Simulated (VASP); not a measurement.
Method: PBE GGA, VASP's PBE PAW potentials (set 64) (plane waves; VASP 6.6.1).

VASP ran on this input.

### INCAR
```
SIGMA = 0.1   ! width (eV)
LASPH = T   ! aspherical one-centre terms
SYSTEM = V
PREC = Accurate
LREAL = F
ALGO = Normal
IBRION = 2
LCHARG = F
GGA = PE   ! PBE
ISMEAR = 1   ! Methfessel-Paxton
EDIFF = 1E-6   ! SCF stop (eV)
LWAVE = F
ISIF = 3   ! ions, shape and volume
EDIFFG = -0.02
LMAXMIX = 4   ! l cut-off of mixed one-centre charges
NSW = 40
ENCUT = 500   ! plane-wave cut-off (eV)
NELM = 100   ! most electronic steps
```

### POSCAR
```
V
1
   -1.4990564916     1.4990564916     1.4990564916
    1.4990564916    -1.4990564916     1.4990564916
    1.4990564916     1.4990564916    -1.4990564916
V
1
Direct
  0.0000000000   0.0000000000   0.0000000000
```

File KPOINTS:
```
Automatic mesh
0
Gamma
17 17 17
0 0 0
```

POTCAR, in this order: V_sv (PBE.64 set). Program: vasp_std.

Output of the run:

### OSZICAR
```
       N       E                     dE             d eps       ncg     rms          rms(c)
DAV:   1     0.854161501577E+02    0.85416E+02   -0.72424E+03  3300   0.138E+03
DAV:   2    -0.889516589693E+01   -0.94311E+02   -0.92313E+02  3414   0.365E+02
DAV:   3    -0.103799502110E+02   -0.14848E+01   -0.14609E+01  3482   0.542E+01
DAV:   4    -0.103894442149E+02   -0.94940E-02   -0.94925E-02  3346   0.458E+00
DAV:   5    -0.103895513843E+02   -0.10717E-03   -0.10717E-03  3436   0.484E-01    0.183E+01
DAV:   6    -0.901643451259E+01    0.13731E+01   -0.55729E+00  3314   0.353E+01    0.169E+00
DAV:   7    -0.899775028075E+01    0.18684E-01   -0.20925E-02  3328   0.214E+00    0.925E-01
DAV:   8    -0.898942301083E+01    0.83273E-02   -0.65888E-03  3326   0.141E+00    0.627E-02
DAV:   9    -0.898946463646E+01   -0.41626E-04   -0.69356E-05  3328   0.140E-01    0.328E-02
DAV:  10    -0.898946864593E+01   -0.40095E-05   -0.71978E-06  3320   0.323E-02    0.157E-03
DAV:  11    -0.898946944531E+01   -0.79938E-06   -0.10442E-07  1672   0.521E-03
   1 F= -.89894694E+01 E0= -.89890985E+01  d E =-.898947E+01
```

File OUTCAR:
```
------------------------ aborting loop because EDIFF is reached ----------------------------------------
  FORCE on cell =-STRESS in cart. coord.  units (eV):
  Direction    XX          YY          ZZ          XY          YZ          ZX
  --------------------------------------------------------------------------------------
  Total        0.0011817      0.0011817      0.0011817      0.0000000      0.0000000     -0.0000000
  in kB        0.1405132      0.1405132      0.1405132      0.0000000      0.0000000     -0.0000000
  external PRESSURE =       0.1405132 kB  Pullay stress =       0.0000000 kB
  volume of cell :       13.47
      direct lattice vectors                 reciprocal lattice vectors
    -1.499056492  1.499056492  1.499056492     0.000000000  0.333543134  0.333543134
     1.499056492 -1.499056492  1.499056492     0.333543134  0.000000000  0.333543134
     1.499056492  1.499056492 -1.499056492     0.333543134  0.333543134  0.000000000
 POSITION                                       TOTAL-FORCE (eV/Angst)
 -----------------------------------------------------------------------------------
      0.00000      0.00000      0.00000         0.000000      0.000000      0.000000
 -----------------------------------------------------------------------------------
    total drift:                                0.000000     -0.000000     -0.000000
  FREE ENERGIE OF THE ION-ELECTRON SYSTEM (eV)
  ---------------------------------------------------
  free  energy   TOTEN  =        -8.9894694453 eV

  energy  without entropy=       -8.9883565481  energy(sigma->0) =       -8.98909848

 reached required accuracy - stopping structural energy minimisation
```
(Selected blocks of OUTCAR.)

OUTCAR:
```
 val. band max:        9.6900040425   @ k =   0.3529   0.1765  -0.0000

 cond. band min:       9.7123512605   @ k =   0.2353   0.0000   0.0000


 Fermi energy:         9.6981699373

 k-point     1 :       0.0000    0.0000    0.0000
  band No.  band energies     occupation
      1     -54.0255      2.00000
      2     -27.3266      2.00000
      3     -27.3266      2.00000
      4     -27.3266      2.00000
      5       3.1167      2.00000
      6      10.1090     -0.00000
      7      10.1090     -0.00000
      8      10.1090     -0.00000
      9      12.1170      0.00000
     10      12.1170      0.00000

 k-point     2 :       0.0588    0.0000    0.0000
  band No.  band energies     occupation
      1     -54.0190      2.00000
      2     -27.3585      2.00000
      3     -27.3364      2.00000
      4     -27.3270      2.00000
      5       3.2567      2.00000
      6      10.0493     -0.00001
      7      10.0965     -0.00000
      8      10.2085     -0.00000
      9      12.0478      0.00000
     10      12.1208      0.00000

 k-point     3 :       0.1176    0.0000    0.0000
  band No.  band energies     occupation
      1     -54.0002      2.00000
      2     -27.4486      2.00000
      3     -27.3640      2.00000
      4     -27.3277      2.00000
      5       3.6638      2.00000
      6       9.8819     -0.02606
      7      10.0381     -0.00002
      8      10.5003     -0.00000
      9      11.8930      0.00000
     10      12.1347      0.00000

 k-point     4 :       0.1765    0.0000    0.0000
  band No.  band energies     occupation
      1     -53.9715      2.00000
      2     -27.5837      2.00000
      3     -27.4057      2.00000
      4     -27.3287      2.00000
      5       4.2954      2.00000
      6       9.6379      1.84235
      7       9.8969     -0.01668
      8      10.9631     -0.00000
      9      11.7743      0.00000
     10      12.1641      0.00000

 k-point     5 :       0.2353    0.0000    0.0000
...
```

The compound is V in the bcc structure. It was relaxed first. The run is not spin-polarised, so no magnetic state was tried.
